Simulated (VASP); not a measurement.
**LuPb: structure and properties in VASP**

What structure does LuPb take at this level, and what are its properties? The steps: first try, relaxing cell and atoms (PBE), second relaxation, single point with fields (PBE), band structure (PBE), total and projected DOS (PBE), volume scan with PBE, fit for PBE, bands along the symmetry lines (PBE + SOC) and bands along the symmetry lines (PBE) with a changed input. The cell is invented: it takes the structure of a Materials Project entry for SbPb (space group 225 there), with some of its atoms replaced by other elements, volume scaled by an estimate. It may not be a known or stable phase.

Method: PBE, 4f electrons in the core; plane waves and PAW (Pb_d, Lu_3), in the first sound run; inputs show where later runs differ, in VASP 6.6.1.

This is a report of a sequence of runs, with most program output left out.

The structure was built from a prototype and need not be the compound's stable phase.

**1. Starting point**

Before any relaxation, the start is as follows. The structure is cubic, space group Fm-3m (No. 225). Conventional cell: a = 5.893 Å, b = 5.893 Å, c = 5.893 Å, α = 90.00°, β = 90.00°, γ = 90.00°. Nearest to Pb lie 6 Lu at 2.95 Å. Nearest to Lu lie 6 Pb at 2.95 Å. It derives from SbPb. It takes the structure of a Materials Project entry for SbPb (space group 225 there), with some of its atoms replaced by other elements, volume scaled by an estimate. Farther neighbours are not listed.

Coordinates:

```xyz
2
Lattice="0.0000 2.9465 2.9465 2.9465 0.0000 2.9465 2.9465 2.9465 0.0000" Properties=species:S:1:pos:R:3 pbc="T T T"
Pb    0.0000    0.0000    0.0000
Lu    2.9465    2.9465    2.9465
```

**2. First try**

This run is made with a changed input; what comes of it follows.

Input file INCAR:

```
SYSTEM = LuPb
PREC = Accurate
ENCUT = 400
EDIFF = 1E-06
NELM = 58
ISMEAR = 1
SIGMA = 0.2
LREAL = .FALSE.
ALGO = Normal
GGA = PE
LORBIT = 11
LWAVE = .FALSE.
LCHARG = .FALSE.
IBRION = 1
NSW = 30
ISIF = 3
EDIFFG = -0.01
POTIM = 2
```

Input file POSCAR:

```
LuPb
1.0
    0.0000000000      2.9465260000      2.9465260000
    2.9465260000      0.0000000000      2.9465260000
    2.9465260000      2.9465260000      0.0000000000
Pb Lu
1 1
Direct
    0.0000000000      0.0000000000      0.0000000000
    0.5000000000      0.5000000000      0.5000000000
```

Input file KPOINTS:

```
Automatic mesh
0
Gamma
7 7 7
0 0 0
```

The projector-augmented-wave data sets are Pb_d and Lu_3 (PBE family, release 64).

The run is started by

```bash
> mpirun -np 1 vasp_std
```

Elapsed: 31 s, on 1 MPI rank of Intel Xeon 6975P-C (Granite Rapids), shared host; peak memory 0.16 GiB.

The run converged. In volume (within 0.3 %) and energy (within 2 meV an atom) it ends like the sound relaxation.

Settings moved from the usual: NELM = 58, NSW = 30, POTIM = 2.0 and IBRION = 1.

**3. Relaxing cell and atoms (PBE)**

The start need not lie at this functional's minimum. ISIF = 3 frees volume, shape and positions, and EDIFFG sets the threshold on forces and stress at which the search stops.

Input file INCAR:

```
SYSTEM = LuPb
PREC = Accurate
ENCUT = 400
EDIFF = 1E-06
NELM = 100
ISMEAR = 1
SIGMA = 0.2
LREAL = .FALSE.
ALGO = Normal
GGA = PE
LORBIT = 11
LWAVE = .FALSE.
LCHARG = .FALSE.
IBRION = 2
NSW = 60
ISIF = 3
EDIFFG = -0.01
```

POSCAR is that of step 2.

KPOINTS is that of step 2.

The run is started by

```bash
> mpirun -np 1 vasp_std
```

Elapsed: 13 s, on 1 MPI rank; peak memory 0.16 GiB.

The data set Lu_3 holds the 4f electrons frozen in the core, so no f bands or f moments appear. This run has no spin polarisation. Its electron count is odd, so without a moment it is a metal by construction. The k-mesh is coarse for a metal. After so large a change of volume the plane waves of the start cell no longer fit, so the final stress carries a basis-set error. The run keeps the 48 symmetry operations of its start, so it cannot find a distortion of lower symmetry.

Step by step:

| step | energy less that of the first step (eV) | largest force (eV/Å) | pressure (GPa) | volume (Å³) |
| --- | --- | --- | --- | --- |
| 1 | 0.0000 | 0.0000 | 11.17 | 51.16 |
| 2 | -0.1683 | 0.0000 | -4.16 | 65.54 |
| 3 | -0.2541 | 0.0000 | -0.02 | 59.51 |

| conventional cell, symmetrised | before | after | change |
| --- | --- | --- | --- |
| a (Å) | 5.893 | 6.197 | +5.2 % |
| b (Å) | 5.893 | 6.197 | +5.2 % |
| c (Å) | 5.893 | 6.197 | +5.2 % |
| volume (Å³/atom) | 25.58 | 29.75 | +16.3 % |

Final coordinates:

```cif
data_structure
_symmetry_space_group_name_H-M 'P 1'
_symmetry_Int_Tables_number 1
_cell_length_a 4.3823
_cell_length_b 4.3823
_cell_length_c 4.3823
_cell_angle_alpha 60.000
_cell_angle_beta 60.000
_cell_angle_gamma 60.000
_cell_volume 59.51
loop_
_atom_site_label
_atom_site_type_symbol
_atom_site_fract_x
_atom_site_fract_y
_atom_site_fract_z
_atom_site_occupancy
Pb1 Pb 0.00000 0.00000 0.00000 1
Lu2 Lu 0.50000 0.50000 0.50000 1
```

Numbers from this step:

* electrons: 23
* bands: 15
* irreducible k-points: 20
* symmetry operations: 48
* free energy (TOTEN): -8.437 eV
* energy at zero smearing: -8.439 eV
* Fermi energy: 4.563 eV
* pressure: -0.01870 GPa
* metallic, judged on the points sampled: yes
* SCF cycles over all ionic steps: 31

It ends with forces that vanish by symmetry and a pressure of -0.02 GPa.

**4. Second relaxation**

The basis stayed that of the start cell while the cell moved. A rerun from the cell reached resets it; the error of the finite cutoff stays. The mesh changes with the cell too.

INCAR is that of step 3.

Input file POSCAR:

```
LuPb
1.0
    0.0000000000      3.0987266100      3.0987266100
    3.0987266100      0.0000000000      3.0987266100
    3.0987266100      3.0987266100      0.0000000000
Pb Lu
1 1
Direct
    0.0000000000      0.0000000000      0.0000000000
    0.5000000000      0.5000000000      0.5000000000
```

Input file KPOINTS:

```
Automatic mesh
0
Gamma
6 6 6
0 0 0
```

The run is started by

```bash
> mpirun -np 1 vasp_std
```

The job ended after 10 s (1 MPI rank; peak memory 0.17 GiB).

Little changed from the start: no atom moved by 0.005 Å and no cell edge by 0.1 %.

Numbers from this step:

* irreducible k-points: 16
* free energy (TOTEN): -8.450 eV
* energy at zero smearing: -8.454 eV
* Fermi energy: 4.51 eV
* pressure: 0.01141 GPa
* SCF cycles over all ionic steps: 23

It ends with forces that vanish by symmetry and a pressure of 0.01 GPa.

**5. Single point with fields (PBE)**

The relaxed cell gets a fresh self-consistent run, on a basis set for its own volume, to fix the density and to check the remaining stress.

Edit INCAR of step 4 so:

```diff
@@ -12,6 +12,5 @@
 LWAVE = .FALSE.
-LCHARG = .FALSE.
-IBRION = 2
-NSW = 60
-ISIF = 3
-EDIFFG = -0.01
+LCHARG = .TRUE.
+ISIF = 2
+LELF = .TRUE.
+LVHAR = .TRUE.
```

Input file POSCAR:

```
LuPb
1.0
    0.0000000000      3.1009437238      3.1009437238
    3.1009437238      0.0000000000      3.1009437238
    3.1009437238      3.1009437238      0.0000000000
Pb Lu
1 1
Direct
    0.0000000000      0.0000000000      0.0000000000
    0.5000000000      0.5000000000      0.5000000000
```

KPOINTS is that of step 4.

The run is started by

```bash
> mpirun -np 1 vasp_std
```

The job ended after 6 s (1 MPI rank; peak memory 0.16 GiB).

Numbers from this step:

* SCF cycles: 12
* Fermi energy: 4.510 eV
* pressure: 0.02807 GPa

Valence electrons inside each PAW sphere by angular momentum. Sphere charges, by row:

| atom | s (e) | p (e) | d (e) | tot (e) |
| --- | --- | --- | --- | --- |
| Pb1 | 1.281 | 1.152 | 9.771 | 12.21 |
| Lu2 | 0.369 | 6.404 | 0.917 | 7.691 |

ELF in the ac plane of the conventional cell at fractional y = 0.000, with atoms of Pb and Lu within 0.2 Å of it. It is the smooth field of the valence electrons, not physical close to the nuclei.

Values, 9 rows by 16 columns, each cell a mean:
```
0.22 0.34 0.47 0.45 0.31 0.22 0.27 0.17 0.15 0.25 0.26 0.23 0.43 0.46 0.41 0.25
0.47 0.46 0.43 0.40 0.27 0.16 0.18 0.27 0.30 0.22 0.15 0.21 0.36 0.42 0.45 0.47
0.31 0.26 0.21 0.24 0.32 0.39 0.42 0.45 0.45 0.43 0.41 0.36 0.28 0.21 0.23 0.29
0.23 0.25 0.20 0.21 0.42 0.45 0.45 0.34 0.31 0.40 0.45 0.44 0.30 0.17 0.25 0.25
0.03 0.19 0.33 0.26 0.43 0.48 0.36 0.15 0.19 0.24 0.47 0.46 0.33 0.29 0.29 0.06
0.29 0.26 0.16 0.20 0.40 0.44 0.45 0.41 0.39 0.45 0.44 0.44 0.29 0.14 0.21 0.28
0.35 0.32 0.29 0.28 0.31 0.35 0.38 0.40 0.40 0.39 0.36 0.32 0.28 0.28 0.30 0.34
0.45 0.46 0.44 0.42 0.28 0.13 0.18 0.28 0.31 0.23 0.14 0.19 0.38 0.43 0.45 0.46
0.21 0.28 0.47 0.46 0.32 0.26 0.29 0.11 0.07 0.21 0.30 0.25 0.43 0.47 0.39 0.18
```
Columns run along a (6.2 Å), rows up along c (6.2 Å), edges of the conventional cell, whose origin can differ from the input's. Atoms in or near the plane, at fractional coordinates: Pb at (0.00, 0.00), Pb at (0.50, 0.50), Lu at (0.50, 0.00), Lu at (0.00, 0.50).

Electrostatic potential energy in the ac plane of the conventional cell at fractional y = 0.000, with atoms of Pb and Lu within 0.2 Å of it. With pseudopotentials it is smooth inside the atoms' cores, unlike the true potential.

Ten even steps from '_' (-81 eV) to '@' (3 eV), each cell a mean:
```
__..++@@@@%%%%######%%%%@@@@##--__
::==##@@@@@@%%%%%%%%%%%%@@@@%%**--
##%%@@@@@@@@@@%%%%%%%%@@@@@@@@%%##
@@@@@@@@@@@@@@@@@@@@@@@@@@@@@@@@@@
@@@@@@@@@@@@@@@@@@@@@@@@@@@@@@@@@@
%%%%@@@@@@@@@@%%####@@@@@@@@@@%%%%
%%%%%%@@@@@@##==::--**@@@@@@%%%%%%
####%%%%@@@@++..____--##@@@@%%%%##
####%%%%@@%%==______::##@@@@%%%%##
##%%%%@@@@@@**::__..==%%@@@@%%%%##
%%%%%%@@@@@@%%**==++##@@@@@@@@%%%%
%%@@@@@@@@@@@@@@%%@@@@@@@@@@@@@@%%
@@@@@@@@@@@@@@@@@@@@@@@@@@@@@@@@@@
%%@@@@@@@@@@@@@@%%%%@@@@@@@@@@@@@@
++**%%@@@@@@%%%%%%%%%%@@@@@@@@##++
__::**@@@@@@%%%%####%%%%@@@@%%==..
____++%%@@%%%%######%%%%@@@@##::__
```
Columns run along a (6.2 Å; values clipped at the 3rd and 97th percentile), rows up along c (6.2 Å), edges of the conventional cell, whose origin can differ from the input's. Atoms in or near the plane, at fractional coordinates: Pb at (0.00, 0.00), Pb at (0.50, 0.50), Lu at (0.50, 0.00), Lu at (0.00, 0.50).

Valence density in the ac plane of the conventional cell at fractional y = 0.000, with atoms of Pb and Lu within 0.2 Å of it. It is the smooth field of the valence electrons, not physical close to the nuclei.

Values in e/Å³, 9 rows by 16 columns, each cell a mean:
```
4.7 2.8 0.9 0.3 0.2 0.3 1.1 2.2 2.5 1.6 0.5 0.2 0.2 0.5 1.8 4.1
0.6 0.4 0.2 0.1 0.1 0.1 0.2 0.4 0.4 0.3 0.1 0.1 0.1 0.2 0.3 0.6
0.3 0.2 0.1 0.1 0.1 0.1 0.2 0.3 0.4 0.3 0.2 0.1 0.1 0.1 0.1 0.2
1.8 1.1 0.4 0.1 0.2 0.4 1.3 2.8 3.2 1.9 0.6 0.2 0.1 0.2 0.7 1.6
3.4 2.2 0.8 0.2 0.2 0.7 2.6 5.8 6.8 3.9 1.2 0.3 0.2 0.4 1.5 3.0
1.2 0.7 0.2 0.1 0.1 0.3 0.8 1.8 2.1 1.2 0.5 0.2 0.1 0.2 0.5 1.1
0.2 0.2 0.1 0.1 0.1 0.1 0.2 0.2 0.3 0.2 0.1 0.1 0.1 0.1 0.1 0.2
1.2 0.7 0.3 0.2 0.1 0.1 0.3 0.6 0.7 0.4 0.2 0.1 0.1 0.2 0.5 1.0
6.0 3.5 1.1 0.3 0.2 0.4 1.4 2.7 3.0 2.0 0.7 0.2 0.2 0.6 2.3 5.1
```
Columns run along a (6.2 Å), rows up along c (6.2 Å), edges of the conventional cell, whose origin can differ from the input's. Atoms in or near the plane, at fractional coordinates: Pb at (0.00, 0.00), Pb at (0.50, 0.50), Lu at (0.50, 0.00), Lu at (0.00, 0.50).

In this run the pressure is 0.03 GPa, small enough to go on; single stress components reach 0.03 GPa.

**6. Band structure (PBE)**

Levels along the symmetry lines show where the bands peak and cross; KPOINTS_OPT computes them in the converged potential.

Edit INCAR of step 5 so:

```diff
@@ -12,5 +12,2 @@
 LWAVE = .FALSE.
-LCHARG = .TRUE.
-ISIF = 2
-LELF = .TRUE.
-LVHAR = .TRUE.
+LCHARG = .FALSE.
```

POSCAR is that of step 5.

KPOINTS is that of step 5.

Input file KPOINTS_OPT:

```
Line mode
16
Line-mode
Reciprocal
  0.00000000   0.00000000   0.00000000 GAMMA
  0.50000000   0.00000000   0.50000000 X

  0.50000000   0.00000000   0.50000000 X
  0.50000000   0.25000000   0.75000000 W

  0.50000000   0.25000000   0.75000000 W
  0.37500000   0.37500000   0.75000000 K

  0.37500000   0.37500000   0.75000000 K
  0.00000000   0.00000000   0.00000000 GAMMA

  0.00000000   0.00000000   0.00000000 GAMMA
  0.50000000   0.50000000   0.50000000 L

  0.50000000   0.50000000   0.50000000 L
  0.62500000   0.25000000   0.62500000 U

  0.62500000   0.25000000   0.62500000 U
  0.50000000   0.25000000   0.75000000 W

  0.50000000   0.25000000   0.75000000 W
  0.50000000   0.50000000   0.50000000 L

  0.50000000   0.50000000   0.50000000 L
  0.37500000   0.37500000   0.75000000 K

  0.62500000   0.25000000   0.62500000 U
  0.50000000   0.00000000   0.50000000 X
```

The run is started by

```bash
> mpirun -np 1 vasp_std
```

Run time: 36 s. Hardware: 1 MPI rank; peak memory 0.17 GiB.

Spin-orbit coupling is off here; it can split and shift levels that hold much weight on Pb and Lu by tenths of an eV or more.

The electronic bands at the labelled points (eV, zero at the Fermi level; # counts the bands kept in this run):

| point | #1 | #2 | #3 | #4 | #5 |
| --- | --- | --- | --- | --- | --- |
| Γ | -9.58 | 1.93 | 1.93 | 1.93 | 2.70 |
| 0.53 of the way | -8.68 | -1.81 | 0.67 | 0.67 | 0.93 |
| X | -8.03 | -2.20 | 0.39 | 0.52 | 0.52 |
| 0.53 of the way | -7.91 | -2.03 | -0.86 | -0.81 | 1.98 |
| W | -7.81 | -1.58 | -1.58 | -1.54 | 3.11 |
| 0.47 of the way | -7.83 | -1.90 | -1.82 | -0.75 | 2.28 |
| K | -7.85 | -2.05 | -1.91 | -0.09 | 1.60 |
| 0.47 of the way | -8.51 | -2.19 | -0.51 | -0.13 | 2.55 |
| Γ | -9.58 | 1.93 | 1.93 | 1.93 | 2.70 |
| 0.47 of the way | -8.97 | -1.30 | 0.41 | 0.41 | 2.44 |
| L | -7.83 | -3.86 | -0.55 | -0.55 | 3.30 |
| 0.53 of the way | -7.82 | -3.28 | -1.11 | -0.39 | 2.56 |
| U | -7.85 | -2.05 | -1.91 | -0.09 | 1.60 |
| 0.47 of the way | -7.83 | -1.94 | -1.84 | -0.63 | 2.16 |
| W | -7.81 | -1.58 | -1.58 | -1.54 | 3.11 |
| 0.47 of the way | -7.82 | -3.10 | -1.17 | -0.51 | 2.64 |
| L | -7.83 | -3.86 | -0.55 | -0.55 | 3.30 |
| 0.47 of the way | -7.83 | -3.41 | -1.00 | -0.43 | 2.71 |
| K | -7.85 | -2.05 | -1.91 | -0.09 | 1.60 |
| jump to U | -7.85 | -2.05 | -1.91 | -0.09 | 1.60 |
| 0.47 of the way | -7.96 | -2.12 | -0.88 | 0.28 | 1.07 |
| X | -8.03 | -2.20 | 0.39 | 0.52 | 0.52 |

Of the projections kept (Pb, Lu), the largest for each band there, as a share of the weight inside these atoms' spheres; weight between the spheres isn't counted:

| point | #1 | #2 | #3 | #4 | #5 |
| --- | --- | --- | --- | --- | --- |
| Γ | Pb 0.81 | Lu 0.94 | Lu 0.94 | Lu 0.94 | Pb 0.80 |
| X | Pb 0.88 | Lu 0.51 | Lu 0.90 | Pb 0.60 | Pb 0.60 |
| W | Pb 0.89 | Lu 0.54 | Lu 0.54 | Lu 0.57 | Lu 0.90 |
| K | Pb 0.89 | Lu 0.58 | Lu 0.53 | Lu 0.52 | Lu 0.89 |
| Γ | Pb 0.81 | Lu 0.94 | Lu 0.94 | Lu 0.94 | Pb 0.80 |
| L | Pb 0.89 | Lu 0.59 | Lu 0.59 | Lu 0.59 | Lu 0.98 |

There is no gap at this level.

**7. Total and projected DOS (PBE)**

Here the states are counted by energy and projected on the atoms. The mesh is finer than in the run before.

Edit INCAR of step 6 so:

```diff
@@ -5,3 +5,3 @@
 NELM = 100
-ISMEAR = 1
+ISMEAR = -5
 SIGMA = 0.2
@@ -13 +13,2 @@
 LCHARG = .FALSE.
+NEDOS = 2001
```

POSCAR is that of step 6.

Input file KPOINTS:

```
Automatic mesh
0
Gamma
9 9 9
0 0 0
```

The run is started by

```bash
> mpirun -np 1 vasp_std
```

Elapsed: 11 s, on 1 MPI rank; peak memory 0.18 GiB.

With tetrahedra the forces and stress of a metal are not exact derivatives of the energy.

Numbers from this step:

| Quantity | Value |
| --- | --- |
| irreducible k-points | 35 |
| free energy (TOTEN) | -8.432 eV |
| Fermi energy | 4.458 eV |
| pressure | 0.1390 GPa |
| DOS at the Fermi level, one point of the energy grid | 1.863 states/eV/cell |

The density of states has structure finer than the step of the table below, so its rows give means over 0.5 eV, whole bins alone (the curve runs from -12.0 to 2.48 eV). Peaks (eV: height): total -7.80: 7.86, -2.21: 1.96, -0.46: 5.57; Lu d -7.77: 0.297, -0.46: 1.72, -0.39: 1.60; Pb p -2.21: 0.431, -0.39: 1.44; Lu s -7.96: 0.0509, -3.62: 0.0721, -2.64: 0.234, -0.42: 0.0613; Pb s -7.80: 5.06.

States under -12.0 eV and over 2.5 eV are left out. The density of states by energy, zero at the Fermi level; means over each step; values in states/eV/cell:

| energy (eV) | total | Lu d | Pb p | Lu s | Pb s |
| --- | --- | --- | --- | --- | --- |
| -10.0 | 0 | 0 | 0 | 0 | 0 |
| -9.5 | 0.0618 | 1.2e-5 | 9.1e-5 | 0.00667 | 0.0310 |
| -9.0 | 0.346 | 7.6e-4 | 0.00119 | 0.0306 | 0.181 |
| -8.5 | 0.709 | 0.00683 | 0.00281 | 0.0408 | 0.400 |
| -8.0 | 2.93 | 0.0952 | 0.00360 | 0.0430 | 1.84 |
| -7.5 | 0.103 | 0.00476 | 1.9e-5 | 2.6e-4 | 0.0670 |
| -7.0 | 0 | 0 | 0 | 0 | 0 |
| -6.5 | 0 | 0 | 0 | 0 | 0 |
| -6.0 | 0 | 0 | 0 | 0 | 0 |
| -5.5 | 0 | 0 | 0 | 0 | 0 |
| -5.0 | 0 | 0 | 0 | 0 | 0 |
| -4.5 | 0 | 0 | 0 | 0 | 0 |
| -4.0 | 0 | 0 | 0 | 0 | 0 |
| -3.5 | 0.269 | 0.0165 | 0.0518 | 0.0519 | 0.00370 |
| -3.0 | 0.841 | 0.0591 | 0.167 | 0.145 | 0.0178 |
| -2.5 | 1.41 | 0.108 | 0.294 | 0.190 | 0.0376 |
| -2.0 | 0.966 | 0.0733 | 0.212 | 0.0819 | 0.0307 |
| -1.5 | 0.839 | 0.0987 | 0.185 | 0.0392 | 0.0162 |
| -1.0 | 1.50 | 0.257 | 0.339 | 0.0337 | 0.0123 |
| -0.5 | 3.14 | 0.834 | 0.791 | 0.0445 | 0.00823 |
| 0.0 | 1.96 | 0.511 | 0.507 | 0.0222 | 0.00571 |
| 0.5 | 0.877 | 0.225 | 0.225 | 0.00608 | 0.00293 |
| 1.0 | 0.402 | 0.132 | 0.0761 | 0.00454 | 0.00114 |
| 1.5 | 0.544 | 0.218 | 0.0501 | 0.0168 | 0.00193 |
| 2.0 | 1.09 | 0.518 | 0.0553 | 0.0471 | 0.00618 |

The finer mesh and the other smearing move the Fermi level by -0.05 eV from the 6×6×6 run, one measure of the sampling error in the zero of the bands above. Of the states within 0.3 eV of the Fermi level, the largest shares in the PAW spheres are Lu d 26 % and Pb p 26 %. The rest lies in smaller channels or between the spheres.

**8. Volume scan with PBE, volume scale 0.94**

An equation of state needs energies on both sides of the minimum, all on one mesh and cutoff.

Edit INCAR of step 7 so:

```diff
@@ -5,3 +5,3 @@
 NELM = 100
-ISMEAR = -5
+ISMEAR = 1
 SIGMA = 0.2
@@ -13,2 +13,2 @@
 LCHARG = .FALSE.
-NEDOS = 2001
+ISIF = 2
```

Input file POSCAR:

```
LuPb
1.0
    0.0000000000      3.0376413957      3.0376413957
    3.0376413957      0.0000000000      3.0376413957
    3.0376413957      3.0376413957      0.0000000000
Pb Lu
1 1
Direct
    0.0000000000      0.0000000000      0.0000000000
    0.5000000000      0.5000000000      0.5000000000
```

Input file KPOINTS:

```
Automatic mesh
0
Gamma
6 6 6
0 0 0
```

The run is started by

```bash
> mpirun -np 1 vasp_std
```

The job ended after 4.8 s (1 MPI rank; peak memory 0.15 GiB).

The scan keeps the cell's shape and the fractional positions fixed.

This step gave:

```yaml
scf_cycles: 13
irreducible_k_points: 16
free_energy_toten: -8.410 eV
energy_at_zero_smearing: -8.415 eV
fermi_energy: 4.972 eV
pressure: 3.634 GPa
```

The pressure here is 3.63 GPa.

**9. Volume scan with PBE, volume scale 0.96**

INCAR is that of step 8.

Input file POSCAR:

```
LuPb
1.0
    0.0000000000      3.0590339414      3.0590339414
    3.0590339414      0.0000000000      3.0590339414
    3.0590339414      3.0590339414      0.0000000000
Pb Lu
1 1
Direct
    0.0000000000      0.0000000000      0.0000000000
    0.5000000000      0.5000000000      0.5000000000
```

KPOINTS is that of step 8.

The run is started by

```bash
> mpirun -np 1 vasp_std
```

It took 4.4 s on 1 MPI rank; peak memory 0.15 GiB.

Numbers from this step:

```yaml
scf_cycles: 12
free_energy_toten: -8.433 eV
energy_at_zero_smearing: -8.437 eV
fermi_energy: 4.811 eV
pressure: 2.288 GPa
```

The pressure falls from 3.63 to 2.29 GPa.

The run ends at a pressure of 2.29 GPa.

**10. Volume scan with PBE, volume scale 0.98**

INCAR is that of step 9.

Input file POSCAR:

```
LuPb
1.0
    0.0000000000      3.0801313939      3.0801313939
    3.0801313939      0.0000000000      3.0801313939
    3.0801313939      3.0801313939      0.0000000000
Pb Lu
1 1
Direct
    0.0000000000      0.0000000000      0.0000000000
    0.5000000000      0.5000000000      0.5000000000
```

KPOINTS is that of step 9.

The run is started by

```bash
> mpirun -np 1 vasp_std
```

Elapsed: 4.8 s, on 1 MPI rank; peak memory 0.16 GiB.

The pressure falls from 2.29 to 1.08 GPa.

The run ends at a pressure of 1.08 GPa.

**11. Volume scan with PBE, volume scale 1**

INCAR is that of step 10.

Input file POSCAR:

```
LuPb
1.0
    0.0000000000      3.1009437238      3.1009437238
    3.1009437238      0.0000000000      3.1009437238
    3.1009437238      3.1009437238      0.0000000000
Pb Lu
1 1
Direct
    0.0000000000      0.0000000000      0.0000000000
    0.5000000000      0.5000000000      0.5000000000
```

KPOINTS is that of step 10.

The run is started by

```bash
> mpirun -np 1 vasp_std
```

It took 5.4 s on 1 MPI rank; peak memory 0.17 GiB.

The pressure falls from 1.08 to 0.03 GPa.

The run ends at a pressure of 0.03 GPa.

**12. Volume scan with PBE, volume scale 1.02**

INCAR is that of step 11.

Input file POSCAR:

```
LuPb
1.0
    0.0000000000      3.1214803734      3.1214803734
    3.1214803734      0.0000000000      3.1214803734
    3.1214803734      3.1214803734      0.0000000000
Pb Lu
1 1
Direct
    0.0000000000      0.0000000000      0.0000000000
    0.5000000000      0.5000000000      0.5000000000
```

KPOINTS is that of step 11.

The run is started by

```bash
> mpirun -np 1 vasp_std
```

Wall time 5.8 s (1 MPI rank); peak memory 0.16 GiB.

The pressure falls from 0.03 to -0.97 GPa.

The run ends at a pressure of -0.97 GPa.

[end of part 1 of 2]

[Lines on the potential files, build, host, timing and source positions are cut from VASP's logs without a mark.]

[Logs are printed without paths, hosts, clocks, repeated set-up lines and the standing remarks that a program may print on its own settings, such as how far it seeks lower states.]

[Hosts, paths, dates, database ids (printed as entryN), source tags and the programs' standing remarks are cut or masked in the printed files.]

[A measured line is paired with the nearest computed mode of its activity, which favours agreement.]

[In band tables of VASP the shares of atoms and orbitals are scaled to a sum of 1 inside the atoms' spheres.]
